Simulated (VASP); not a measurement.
Data:

```yaml
crystal:
  lattice:
    - [-2.98534, 2.98534, 2.98534]
    - [2.98534, -2.98534, 2.98534]
    - [2.98534, 2.98534, -2.98534]
  atoms:
    - { symbol: Cs, position: [0.00000, 0.00000, 0.00000] }
```

Method: rev-vdW-DF2, VASP's PBE PAW potentials (set 64) (plane waves; VASP 6.6.1). Run with 520 eV cut-off, 10×10×10 Γ-centred mesh, tetrahedra with Blöchl corrections, potentials Cs_sv.

Unless said otherwise, spin-orbit coupling is left out, though it shifts the bands of the heavy elements here.

Tabulate the total density of states (states/eV per cell) against energy (eV; zero at the valence-band maximum or, without a gap, the Fermi level).

```
E (eV) | DOS (states/eV)
    -9.93 |  0.00
    -9.54 |  0.00
    -9.25 |  0.00
    -8.86 |  0.00
    -8.56 |  0.00
    -8.17 |  0.00
    -7.88 |  0.00
    -7.48 |  0.00
    -7.19 |  0.00
    -6.80 |  0.00
    -6.50 |  0.00
    -6.11 |  0.00
    -5.82 |  0.00
    -5.43 |  0.00
    -5.13 |  0.00
    -4.74 |  0.00
    -4.45 |  0.00
    -4.05 |  0.00
    -3.76 |  0.00
    -3.37 |  0.00
    -3.07 |  0.00
    -2.68 |  0.00
    -2.39 |  0.00
    -2.00 |  0.00
    -1.70 |  0.05
    -1.31 | ## 0.30
    -1.02 | ### 0.45
    -0.62 | #### 0.66
    -0.33 | ###### 0.88
     0.06 | ########## 1.54
     0.35 | ######### 1.31
     0.75 | ###### 0.95
     1.04 | ############################## 4.51
     1.43 | ################# 2.56
     1.73 | #################### 2.94
     2.12 | ########### 1.70
     2.41 | ######## 1.17
     2.81 | ############# 1.95
     3.10 | ############## 2.12
     3.49 | ### 0.39
```
Within 2 eV below the Fermi level the largest weight inside VASP's projection spheres is Cs s, then Cs p.

The compound is Cs in the bcc structure. It was relaxed first, which changed the volume by -6 %.
